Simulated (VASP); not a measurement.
# CaHf: structure and properties in VASP

What structure does CaHf take at this level, and what are its properties? The steps: relaxing cell and atoms (RPBE), second relaxation, single point with fields (RPBE), bands along the symmetry lines (RPBE), total and projected DOS (RPBE), volume scan with RPBE, fit for RPBE, bands along the symmetry lines (RPBE + SOC) and band structure (RPBE) with a changed input. The cell is invented: it takes the structure of COD entry 1522699, ZrHg (space group 123 there), with all of its atoms replaced by other elements, volume scaled by an estimate. It may not be a known or stable phase.

Calculated with VASP 6.6.1; RPBE; plane waves and PAW (Hf_pv, Ca_sv), in the first sound run; inputs show where later runs differ.

Most raw output is cut from this account.

## (1) The structure

Before any relaxation, the start is as follows. It takes space group P4/mmm (No. 123, tetragonal). The conventional cell has a = 3.479 Å, b = 3.479 Å, c = 4.610 Å, α = 90.00°, β = 90.00°, γ = 90.00°. Hf has 8 Ca at 3.37 Å and 4 Hf at 3.48 Å nearest. Ca has 8 Hf at 3.37 Å and 4 Ca at 3.48 Å nearest. It derives from ZrHg. It takes the structure of COD entry 1522699, ZrHg (space group 123 there), with all of its atoms replaced by other elements, volume scaled by an estimate. Farther neighbours are not listed.

As a file:

```cif
data_structure
_symmetry_space_group_name_H-M 'P4/mmm'
_symmetry_Int_Tables_number 123
_cell_length_a 3.4793
_cell_length_b 3.4793
_cell_length_c 4.6103
_cell_angle_alpha 90.000
_cell_angle_beta 90.000
_cell_angle_gamma 90.000
_cell_volume 55.81
loop_
_atom_site_label
_atom_site_type_symbol
_atom_site_symmetry_multiplicity
_atom_site_Wyckoff_symbol
_atom_site_fract_x
_atom_site_fract_y
_atom_site_fract_z
_atom_site_occupancy
Hf1 Hf 1 d 0.50000 0.50000 0.50000 1
Ca1 Ca 1 a 0.00000 0.00000 0.00000 1
```

## (2) Relaxing cell and atoms (RPBE)

The start need not lie at this functional's minimum. ISIF = 3 frees volume, shape and positions, and EDIFFG sets the threshold on forces and stress at which the search stops. RPBE by itself binds more weakly than PBE and expands cells.

The input, INCAR:

```
SYSTEM = CaHf
PREC = Accurate
ENCUT = 400
EDIFF = 1E-06
NELM = 100
ISMEAR = 1
SIGMA = 0.2
LREAL = .FALSE.
ALGO = Normal
GGA = RP
LORBIT = 11
LWAVE = .FALSE.
LCHARG = .FALSE.
IBRION = 2
NSW = 60
ISIF = 3
EDIFFG = -0.01
```

The input, POSCAR:

```
CaHf
1.0
    3.4793020000      0.0000000000      0.0000000000
    0.0000000000      3.4793020000      0.0000000000
    0.0000000000      0.0000000000      4.6103240000
Hf Ca
1 1
Direct
    0.5000000000      0.5000000000      0.5000000000
    0.0000000000      0.0000000000      0.0000000000
```

The input, KPOINTS:

```
Automatic mesh
0
Gamma
8 8 6
0 0 0
```

PAW data sets: Hf_pv and Ca_sv (PBE family, release 64).

The run is started by

```sh
$ mpirun -np 1 vasp_std
```

Wall time 3 min (1 MPI rank of AMD EPYC 7R43, shared host); peak memory 0.15 GiB.

The k-mesh is coarse for a metal. Harder data sets than Hf_pv exist (the GW ones), and pressures, volumes and forces can shift noticeably with them. The PAW data sets were made with PBE, which is usual practice but a small mismatch for other functionals. The run keeps the 16 symmetry operations of its start, so it cannot find a distortion of lower symmetry.

The steps of the relaxation:

| step | energy less that of the first step (eV) | largest force (eV/Å) | pressure (GPa) | volume (Å³) |
| --- | --- | --- | --- | --- |
| 1 | 0.0000 | 0.0000 | 1.79 | 55.81 |
| 2 | -0.0652 | 0.0000 | -0.18 | 58.33 |
| 3 | -0.0943 | 0.0000 | -2.51 | 61.90 |
| 4 | -0.1323 | 0.0000 | -2.28 | 61.32 |
| 5 | -0.1506 | 0.0000 | -2.02 | 60.72 |
| 6 | -0.1539 | 0.0000 | -1.84 | 60.39 |
| 7 | -0.1692 | 0.0000 | -0.48 | 58.39 |
| 8 | -0.1702 | 0.0000 | -0.02 | 57.76 |

| cell as run | before | after | change |
| --- | --- | --- | --- |
| a (Å) | 3.479 | 3.295 | -5.3 % |
| b (Å) | 3.479 | 3.295 | -5.3 % |
| c (Å) | 4.610 | 5.320 | +15.4 % |
| volume (Å³/atom) | 27.91 | 28.88 | +3.5 % |

The relaxed structure:

```xyz
2
Lattice="3.2953 0.0000 0.0000 0.0000 3.2953 0.0000 0.0000 0.0000 5.3195" Properties=species:S:1:pos:R:3 pbc="T T T"
Hf    1.6476    1.6476    2.6598
Ca    0.0000    0.0000    0.0000
```

This step gave:

| Quantity | Value |
| --- | --- |
| electrons | 20 |
| bands | 14 |
| irreducible k-points | 60 |
| symmetry operations | 16 |
| free energy (TOTEN) | -10.05 eV |
| energy at zero smearing | -10.05 eV |
| Fermi energy | 3.383 eV |
| pressure | -0.02206 GPa |
| metallic, judged on the points sampled | yes |
| SCF cycles over all ionic steps | 72 |

It ends with forces that vanish by symmetry and a pressure of -0.02 GPa.

## (3) Second relaxation

The basis stayed that of the start cell while the cell moved. A rerun from the cell reached resets it; the error of the finite cutoff stays. The mesh changes with the cell too.

INCAR is that of step 2.

The input, POSCAR:

```
CaHf
1.0
    3.2952715101      0.0000000000      0.0000000000
    0.0000000000      3.2952715101      0.0000000000
    0.0000000000      0.0000000000      5.3195293823
Hf Ca
1 1
Direct
    0.5000000000      0.5000000000      0.5000000000
    0.0000000000      0.0000000000      0.0000000000
```

The input, KPOINTS:

```
Automatic mesh
0
Gamma
8 8 5
0 0 0
```

The run is started by

```sh
$ mpirun -np 1 vasp_std
```

Run time: 97 s. Hardware: 1 MPI rank; peak memory 0.14 GiB.

The steps of the relaxation:

| step | energy less that of the first step (eV) | largest force (eV/Å) | pressure (GPa) | volume (Å³) |
| --- | --- | --- | --- | --- |
| 1 | 0.0000 | 0.0000 | -0.05 | 57.76 |
| 2 | 0.0000 | 0.0000 | 0.01 | 57.69 |
| 3 | 0.0000 | 0.0000 | 0.02 | 57.65 |
| 4 | 0.0000 | 0.0000 | 0.09 | 57.58 |
| 5 | 0.0000 | 0.0000 | 0.07 | 57.64 |
| 6 | 0.0000 | 0.0000 | 0.06 | 57.65 |
| 7 | 0.0000 | 0.0000 | -0.01 | 57.76 |

| conventional cell, symmetrised | before | after | change |
| --- | --- | --- | --- |
| a (Å) | 3.295 | 3.293 | -0.1 % |
| b (Å) | 3.295 | 3.293 | -0.1 % |
| c (Å) | 5.320 | 5.326 | +0.1 % |
| volume (Å³/atom) | 28.88 | 28.88 | -0.0 % |

The relaxed structure:

```cif
data_structure
_symmetry_space_group_name_H-M 'P 1'
_symmetry_Int_Tables_number 1
_cell_length_a 3.2929
_cell_length_b 3.2929
_cell_length_c 5.3265
_cell_angle_alpha 90.000
_cell_angle_beta 90.000
_cell_angle_gamma 90.000
_cell_volume 57.76
loop_
_atom_site_label
_atom_site_type_symbol
_atom_site_fract_x
_atom_site_fract_y
_atom_site_fract_z
_atom_site_occupancy
Hf1 Hf 0.50000 0.50000 0.50000 1
Ca2 Ca 0.00000 0.00000 0.00000 1
```

Numbers from this step:

```yaml
irreducible_k_points: 45
fermi_energy: 3.372 eV
pressure: -0.01293 GPa
scf_cycles_over_all_ionic_steps: 45
```

It ends with forces that vanish by symmetry and a pressure of -0.01 GPa. The volume moved by only 0.01 %, so the volume is settled.

## (4) Single point with fields (RPBE)

A single point on the relaxed cell gives a clean self-consistent state, with density, ELF and potential written out.

INCAR: that of step 3 with these lines changed.

```diff
@@ -12,6 +12,5 @@
 LWAVE = .FALSE.
-LCHARG = .FALSE.
-IBRION = 2
-NSW = 60
-ISIF = 3
-EDIFFG = -0.01
+LCHARG = .TRUE.
+ISIF = 2
+LELF = .TRUE.
+LVHAR = .TRUE.
```

The input, POSCAR:

```
CaHf
1.0
    3.2929099165      0.0000000000      0.0000000000
    0.0000000000      3.2929099165      0.0000000000
    0.0000000000      0.0000000000      5.3264748179
Hf Ca
1 1
Direct
    0.5000000000      0.5000000000      0.5000000000
    0.0000000000      0.0000000000      0.0000000000
```

KPOINTS is that of step 3.

The run is started by

```sh
$ mpirun -np 1 vasp_std
```

Wall time 38 s (1 MPI rank); peak memory 0.13 GiB.

This step gave:

| Quantity | Value |
| --- | --- |
| SCF cycles | 13 |
| pressure | -0.04453 GPa |

Valence electrons inside each PAW sphere by angular momentum. Sphere charges, by row:

| atom | s (e) | p (e) | d (e) | tot (e) |
| --- | --- | --- | --- | --- |
| Hf1 | 0.396 | 6.203 | 1.398 | 7.997 |
| Ca2 | 2.087 | 5.846 | 0.268 | 8.2 |

Valence density in the ac plane at fractional y = 0.000, with atoms of Ca within 0.2 Å of it. It is the smooth field of the valence electrons, not physical close to the nuclei.

Ten steps, logarithmic in the rise over the least value, from '0' (0.1 e/Å³) to '9' (7.2 e/Å³):
```
99875310000135789
98875210000125788
77653200000023567
65532100000012355
33221000000001223
11100000000000011
00000000110000000
00000011111100000
00000111111110000
00001111111111000
00011111111111100
00011111111111100
00011111111111100
00011111111111100
00011111111111100
00011111111111100
00001111111111000
00000111111110000
00000011111100000
00000000110000000
11100000000000011
33221000000001223
65532100000012355
77653200000023567
98875210000125788
99875310000135789
99986310000136899
```
Columns run along a (3.3 Å), rows up along c (5.3 Å). Atoms in or near the plane, at fractional coordinates: Ca at (0.00, 0.00).

Electrostatic potential energy in the ac plane at fractional y = 0.000, with atoms of Ca within 0.2 Å of it. With pseudopotentials it is smooth inside the atoms' cores, unlike the true potential.

Values in eV, 22 rows by 14 columns, each cell a mean:
```
-30 -30 -26 -19 -11  -4  -2  -1  -2  -5 -12 -20 -27 -30
-28 -26 -21 -15  -8  -3  -1  -1  -1  -4  -9 -16 -22 -27
-20 -18 -15 -10  -5  -2   0   0   0  -2  -5 -10 -15 -19
-12 -10  -8  -4  -2   0   1   1   1   0  -2  -5  -8 -11
 -4  -3  -2  -1   0   1   2   2   2   1   0  -1  -2  -3
  0   0   1   1   2   2   2   2   2   2   2   1   1   0
  2   2   2   2   2   2   2   2   2   2   2   2   2   2
  3   3   3   3   2   2   1   1   1   2   2   3   3   3
  4   4   3   3   2   1   1   0   1   1   2   3   3   4
  4   4   3   3   1   0   0   0   0   1   2   3   4   4
  4   4   3   2   1   0   0  -1   0   1   2   3   4   4
  4   4   3   3   1   0   0   0   0   1   2   3   4   4
  4   4   3   3   2   1   0   0   0   1   2   3   3   4
  4   3   3   3   2   2   1   1   1   2   2   3   3   3
  2   2   2   2   2   2   2   2   2   2   2   2   2   2
  1   1   1   1   2   2   2   2   2   2   2   1   1   1
 -3  -2  -1   0   1   1   2   2   2   1   0  -1  -2  -2
-10  -8  -6  -3  -1   0   1   1   1   0  -2  -4  -6  -9
-19 -17 -14  -9  -4  -1   0   0   0  -2  -5  -9 -14 -18
-27 -25 -20 -14  -7  -3  -1   0  -1  -4  -9 -15 -21 -25
-30 -29 -25 -18 -10  -4  -2  -1  -2  -5 -12 -19 -26 -30
-30 -30 -27 -20 -12  -5  -2  -2  -3  -6 -13 -21 -28 -30
```
Columns run along a (3.3 Å; values clipped at the 3rd and 97th percentile), rows up along c (5.3 Å). Atoms in or near the plane, at fractional coordinates: Ca at (0.00, 0.00).

ELF in the ac plane at fractional y = 0.000, with atoms of Ca within 0.2 Å of it. It is the smooth field of the valence electrons, not physical close to the nuclei.

Values, 22 rows by 14 columns, each cell a mean:
```
0.64 0.67 0.71 0.67 0.37 0.08 0.06 0.08 0.06 0.11 0.44 0.68 0.71 0.66
0.69 0.70 0.69 0.56 0.24 0.07 0.10 0.13 0.09 0.08 0.30 0.59 0.70 0.70
0.68 0.65 0.55 0.33 0.11 0.09 0.19 0.25 0.17 0.08 0.14 0.37 0.57 0.66
0.42 0.36 0.24 0.11 0.09 0.19 0.35 0.43 0.33 0.15 0.08 0.13 0.26 0.38
0.10 0.09 0.08 0.10 0.20 0.39 0.54 0.59 0.52 0.34 0.18 0.10 0.08 0.09
0.12 0.14 0.18 0.27 0.40 0.55 0.62 0.65 0.62 0.52 0.38 0.25 0.17 0.13
0.32 0.34 0.38 0.44 0.52 0.59 0.62 0.63 0.62 0.58 0.51 0.43 0.38 0.34
0.52 0.52 0.52 0.52 0.53 0.55 0.57 0.58 0.57 0.55 0.53 0.52 0.52 0.52
0.61 0.59 0.56 0.52 0.49 0.48 0.49 0.49 0.49 0.48 0.50 0.53 0.57 0.60
0.64 0.61 0.56 0.49 0.44 0.41 0.40 0.40 0.40 0.42 0.45 0.50 0.57 0.62
0.64 0.62 0.56 0.48 0.42 0.38 0.37 0.37 0.37 0.39 0.43 0.49 0.57 0.62
0.64 0.61 0.56 0.49 0.43 0.40 0.39 0.39 0.40 0.41 0.44 0.50 0.57 0.62
0.62 0.60 0.56 0.51 0.48 0.46 0.46 0.46 0.46 0.47 0.48 0.52 0.57 0.61
0.55 0.54 0.54 0.53 0.53 0.54 0.56 0.56 0.56 0.54 0.53 0.53 0.54 0.54
0.36 0.38 0.41 0.47 0.53 0.59 0.62 0.63 0.62 0.58 0.52 0.46 0.41 0.37
0.15 0.17 0.21 0.30 0.43 0.56 0.63 0.65 0.62 0.53 0.40 0.28 0.20 0.16
0.08 0.07 0.08 0.13 0.24 0.43 0.56 0.61 0.55 0.38 0.21 0.12 0.08 0.08
0.34 0.28 0.17 0.09 0.10 0.23 0.40 0.47 0.38 0.19 0.09 0.10 0.19 0.29
0.67 0.64 0.51 0.28 0.10 0.10 0.21 0.28 0.19 0.08 0.12 0.32 0.54 0.65
0.70 0.70 0.68 0.53 0.21 0.07 0.11 0.15 0.10 0.08 0.27 0.57 0.69 0.70
0.65 0.68 0.71 0.66 0.35 0.07 0.07 0.08 0.06 0.11 0.42 0.67 0.71 0.67
0.62 0.65 0.70 0.69 0.42 0.09 0.05 0.06 0.05 0.13 0.49 0.69 0.70 0.64
```
Columns run along a (3.3 Å), rows up along c (5.3 Å). Atoms in or near the plane, at fractional coordinates: Ca at (0.00, 0.00).

In this run the pressure is -0.04 GPa, small enough to go on; single stress components reach 0.06 GPa.

## (5) Bands along the symmetry lines (RPBE)

The mesh alone shows little of the dispersion and can miss band extrema, so KPOINTS_OPT adds a path through the symmetry points after the self-consistent cycle.

INCAR: that of step 4 with these lines changed.

```diff
@@ -12,5 +12,2 @@
 LWAVE = .FALSE.
-LCHARG = .TRUE.
-ISIF = 2
-LELF = .TRUE.
-LVHAR = .TRUE.
+LCHARG = .FALSE.
```

POSCAR is that of step 4.

KPOINTS is that of step 4.

The input, KPOINTS_OPT:

```
Line mode
16
Line-mode
Reciprocal
  0.00000000   0.00000000   0.00000000 GAMMA
  0.00000000   0.50000000   0.00000000 X

  0.00000000   0.50000000   0.00000000 X
  0.50000000   0.50000000   0.00000000 M

  0.50000000   0.50000000   0.00000000 M
  0.00000000   0.00000000   0.00000000 GAMMA

  0.00000000   0.00000000   0.00000000 GAMMA
  0.00000000   0.00000000   0.50000000 Z

  0.00000000   0.00000000   0.50000000 Z
  0.00000000   0.50000000   0.50000000 R

  0.00000000   0.50000000   0.50000000 R
  0.50000000   0.50000000   0.50000000 A

  0.50000000   0.50000000   0.50000000 A
  0.00000000   0.00000000   0.50000000 Z

  0.00000000   0.50000000   0.00000000 X
  0.00000000   0.50000000   0.50000000 R

  0.50000000   0.50000000   0.00000000 M
  0.50000000   0.50000000   0.50000000 A
```

The run is started by

```sh
$ mpirun -np 1 vasp_std
```

Elapsed: 81 s, on 1 MPI rank; peak memory 0.14 GiB.

Spin-orbit coupling is off here; it can split and shift levels that hold much weight on Hf by tenths of an eV or more.

Electronic bands along the path, in eV, zero at the Fermi level; # counts the bands kept in this run:

| point | #1 | #2 | #3 | #4 | #5 |
| --- | --- | --- | --- | --- | --- |
| Γ | -5.50 | -1.78 | -0.72 | 0.83 | 2.22 |
| 0.53 of the way | -4.26 | -0.85 | -0.22 | 0.02 | 1.46 |
| X | -2.43 | -1.07 | -0.49 | 0.11 | 0.83 |
| 0.53 of the way | -1.55 | -1.30 | -0.52 | -0.03 | 0.88 |
| M | -1.71 | -1.32 | -0.57 | -0.57 | 2.52 |
| 0.53 of the way | -3.63 | -0.56 | -0.10 | 0.38 | 0.78 |
| Γ | -5.50 | -1.78 | -0.72 | 0.83 | 2.22 |
| 0.47 of the way | -5.17 | -2.14 | -0.64 | 0.57 | 2.02 |
| Z | -4.54 | -2.92 | -0.52 | 0.57 | 1.77 |
| 0.53 of the way | -3.48 | -2.18 | 0.02 | 0.60 | 0.74 |
| R | -2.48 | -1.69 | 0.27 | 0.49 | 0.71 |
| 0.47 of the way | -1.31 | -1.04 | -0.56 | 0.08 | 1.38 |
| A | -1.31 | -0.07 | 0.00 | 0.00 | 1.25 |
| 0.47 of the way | -2.34 | -1.48 | 0.47 | 0.62 | 0.70 |
| Z | -4.54 | -2.92 | -0.52 | 0.57 | 1.77 |
| jump to X | -2.43 | -1.07 | -0.49 | 0.11 | 0.83 |
| 0.47 of the way | -2.45 | -1.43 | -0.07 | 0.18 | 0.89 |
| R | -2.48 | -1.69 | 0.27 | 0.49 | 0.71 |
| jump to M | -1.71 | -1.32 | -0.57 | -0.57 | 2.52 |
| 0.53 of the way | -1.51 | -0.82 | -0.32 | -0.32 | 1.83 |
| A | -1.31 | -0.07 | 0.00 | 0.00 | 1.25 |

Of the projections kept (Hf, Ca), the largest for each band there, as a share of the weight inside these atoms' spheres; weight between the spheres isn't counted:

| point | #1 | #2 | #3 | #4 | #5 |
| --- | --- | --- | --- | --- | --- |
| Γ | Hf 0.83 | Hf 0.74 | Hf 0.93 | Hf 0.79 | Ca 0.86 |
| X | Hf 0.90 | Hf 0.65 | Hf 0.94 | Hf 0.96 | Ca 0.68 |
| M | Hf 0.90 | Hf 0.53 | Hf 0.76 | Hf 0.76 | Hf 0.83 |
| Γ | Hf 0.83 | Hf 0.74 | Hf 0.93 | Hf 0.79 | Ca 0.86 |
| Z | Hf 0.92 | Ca 0.54 | Hf 1.00 | Hf 0.98 | Ca 1.00 |
| R | Hf 0.83 | Hf 0.76 | Hf 0.90 | Hf 0.59 | Hf 0.90 |

There is no gap at this level.

## (6) Total and projected DOS (RPBE)

Here the states are counted by energy and projected on the atoms. The mesh is finer than in the run before.

INCAR: that of step 5 with these lines changed.

```diff
@@ -5,3 +5,3 @@
 NELM = 100
-ISMEAR = 1
+ISMEAR = -5
 SIGMA = 0.2
@@ -13 +13,2 @@
 LCHARG = .FALSE.
+NEDOS = 2001
```

POSCAR is that of step 5.

The input, KPOINTS:

```
Automatic mesh
0
Gamma
12 12 8
0 0 0
```

The run is started by

```sh
$ mpirun -np 1 vasp_std
```

It took 83 s on 1 MPI rank; peak memory 0.19 GiB.

The DOS at the Fermi level is high for the number of transition-metal atoms. It is one value on this mesh and may be a narrow spike; if it stands, a magnetic instability is possible, which a run without spin can't show. With tetrahedra the forces and stress of a metal are not exact derivatives of the energy.

Numbers from this step:

```
SCF cycles                                           : 14
irreducible k-points                                 : 140
Fermi energy                                         : 3.389 eV
pressure                                             : -0.06220 GPa
DOS at the Fermi level, one point of the energy grid : 3.686 states/eV/cell
```

The density of states has structure finer than the step of the table below, so its rows give means over 0.5 eV, whole bins alone (the curve runs from -12.0 to 1.45 eV). Peaks (eV: height): total -0.50: 4.36, 0.12: 5.50, 0.85: 5.73; Hf d -0.50: 1.77, 0.12: 1.90, 0.85: 2.01; Ca d -0.50: 0.298, 0.12: 0.324, 0.85: 0.753; Hf p 0.12: 0.498, 0.85: 0.383.

States under -12.0 eV and over 1.4 eV are left out. Table of density of states by energy, zero at the Fermi level; means over each step; values in states/eV/cell:

| energy (eV) | total | Hf d | Ca d | Hf p |
| --- | --- | --- | --- | --- |
| -6.0 | 0 | 0 | 0 | 0 |
| -5.5 | 0.0346 | 8.0e-5 | 2.7e-5 | 2.0e-4 |
| -5.0 | 0.198 | 7.5e-4 | 1.9e-4 | 0.00284 |
| -4.5 | 0.350 | 0.00312 | 8.5e-4 | 0.00831 |
| -4.0 | 0.408 | 0.00580 | 0.00237 | 0.0149 |
| -3.5 | 0.460 | 0.0118 | 0.00506 | 0.0214 |
| -3.0 | 0.558 | 0.0258 | 0.0107 | 0.0285 |
| -2.5 | 0.913 | 0.0680 | 0.0258 | 0.0483 |
| -2.0 | 0.961 | 0.107 | 0.0323 | 0.0626 |
| -1.5 | 1.71 | 0.402 | 0.0687 | 0.0793 |
| -1.0 | 1.81 | 0.458 | 0.104 | 0.0986 |
| -0.5 | 2.67 | 1.02 | 0.167 | 0.121 |
| 0.0 | 4.05 | 1.43 | 0.245 | 0.336 |
| 0.5 | 2.13 | 0.770 | 0.151 | 0.142 |
| 1.0 | 2.65 | 0.910 | 0.365 | 0.179 |

The finer mesh and the other smearing move the Fermi level by +0.02 eV from the 8×8×5 run, a small shift, which tests the Fermi level alone. Of the states within 0.3 eV of the Fermi level, the largest shares in the PAW spheres are Hf d 35 %, Hf p 8 % and Ca d 6 %. The rest lies in smaller channels or between the spheres.

## (7) Volume scan with RPBE, volume scale 0.94

An equation of state needs energies on both sides of the minimum, all on one mesh and cutoff.

INCAR: that of step 6 with these lines changed.

```diff
@@ -5,3 +5,3 @@
 NELM = 100
-ISMEAR = -5
+ISMEAR = 1
 SIGMA = 0.2
@@ -13,2 +13,2 @@
 LCHARG = .FALSE.
-NEDOS = 2001
+ISIF = 2
```

The input, POSCAR:

```
CaHf
1.0
    3.2256888115      0.0000000000      0.0000000000
    0.0000000000      3.2256888115      0.0000000000
    0.0000000000      0.0000000000      5.2177407400
Hf Ca
1 1
Direct
    0.5000000000      0.5000000000      0.5000000000
    0.0000000000      0.0000000000      0.0000000000
```

The input, KPOINTS:

```
Automatic mesh
0
Gamma
8 8 5
0 0 0
```

The run is started by

```sh
$ mpirun -np 1 vasp_std
```

Run time: 27 s. Hardware: 1 MPI rank; peak memory 0.13 GiB.

The scan keeps the cell's shape and the fractional positions fixed.

Numbers from this step:

| Item | Value |
| --- | --- |
| SCF cycles | 13 |
| irreducible k-points | 45 |
| free energy (TOTEN) | -10.02 eV |
| energy at zero smearing | -10.02 eV |
| Fermi energy | 3.715 eV |
| pressure | 2.896 GPa |

The pressure here is 2.90 GPa.

## (8) Volume scan with RPBE, volume scale 0.96

INCAR is that of step 7.

The input, POSCAR:

```
CaHf
1.0
    3.2484056783      0.0000000000      0.0000000000
    0.0000000000      3.2484056783      0.0000000000
    0.0000000000      0.0000000000      5.2544866038
Hf Ca
1 1
Direct
    0.5000000000      0.5000000000      0.5000000000
    0.0000000000      0.0000000000      0.0000000000
```

KPOINTS is that of step 7.

The run is started by

```sh
$ mpirun -np 1 vasp_std
```

The job ended after 26 s (1 MPI rank; peak memory 0.13 GiB).

This step gave:

| Item | Value |
| --- | --- |
| free energy (TOTEN) | -10.04 eV |
| energy at zero smearing | -10.04 eV |
| Fermi energy | 3.596 eV |
| pressure | 1.831 GPa |

The pressure falls from 2.90 to 1.83 GPa.

The run ends at a pressure of 1.83 GPa.

## (9) Volume scan with RPBE, volume scale 0.98

INCAR is that of step 8.

The input, POSCAR:

```
CaHf
1.0
    3.2708091840      0.0000000000      0.0000000000
    0.0000000000      3.2708091840      0.0000000000
    0.0000000000      0.0000000000      5.2907255876
Hf Ca
1 1
Direct
    0.5000000000      0.5000000000      0.5000000000
    0.0000000000      0.0000000000      0.0000000000
```

KPOINTS is that of step 8.

The run is started by

```sh
$ mpirun -np 1 vasp_std
```

Elapsed: 29 s, on 1 MPI rank; peak memory 0.13 GiB.

The pressure falls from 1.83 to 0.85 GPa.

The run ends at a pressure of 0.85 GPa.

## (10) Volume scan with RPBE, volume scale 1

INCAR is that of step 9.

The input, POSCAR:

```
CaHf
1.0
    3.2929099165      0.0000000000      0.0000000000
    0.0000000000      3.2929099165      0.0000000000
    0.0000000000      0.0000000000      5.3264748179
Hf Ca
1 1
Direct
    0.5000000000      0.5000000000      0.5000000000
    0.0000000000      0.0000000000      0.0000000000
```

KPOINTS is that of step 9.

The run is started by

```sh
$ mpirun -np 1 vasp_std
```

Wall time 30 s (1 MPI rank); peak memory 0.13 GiB.

The pressure falls from 0.85 to -0.04 GPa.

The run ends at a pressure of -0.04 GPa.

[end of part 1 of 2]

[Lines on the potential files, build, host, timing and source positions are cut from VASP's logs without a mark.]

[Logs are printed without paths, hosts, clocks, repeated set-up lines and the standing remarks that a program may print on its own settings, such as how far it seeks lower states.]

[Hosts, paths, dates, database ids (printed as entryN), source tags and the programs' standing remarks are cut or masked in the printed files.]

[A measured line is paired with the nearest computed mode of its activity, which favours agreement.]

[In band tables of VASP the shares of atoms and orbitals are scaled to a sum of 1 inside the atoms' spheres.]
